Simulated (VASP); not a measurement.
Data:

```
AlFe
1.0
    2.84172     0.00000     0.00000
    0.00000     2.84172     0.00000
    0.00000     0.00000     2.84172
Al Fe
1 1
Direct
  0.50000   0.50000   0.50000
  0.00000   0.00000   0.00000
```

The numbers are results of PBE GGA with D4 dispersion, VASP's PBE PAW potentials (set 64) (plane waves; VASP), not measurements. Run with 520 eV cut-off, Gaussian smearing of 0.050 eV, potentials Al Fe.

Question: Give the energies of bands 1 to 8 at the high-symmetry points, in eV from the Fermi level.

Answer: 
| band | Γ | X | M | R |
|---|---|---|---|---|
| 1 | -10.46 | -6.16 | -4.79 | -3.39 |
| 2 | -2.29 | -5.98 | -2.33 | -3.39 |
| 3 | -2.29 | -1.60 | -2.01 | -3.39 |
| 4 | 0.18 | -0.85 | -2.01 | 0.96 |
| 5 | 0.18 | -0.85 | -0.60 | 0.96 |
| 6 | 0.18 | 0.32 | -0.60 | 3.19 |
| 7 | 6.73 | 1.37 | 0.91 | 3.19 |
| 8 | 6.73 | 8.88 | 3.72 | 3.19 |

It has no gap at this level: it comes out as a metal or semimetal.

The compound is FeAl in the CsCl type structure. It was relaxed first, which changed the volume by -7 %. The run is not spin-polarised, so no magnetic state was tried. The electron count is odd and the run is not spin-polarised, which forces a metal.
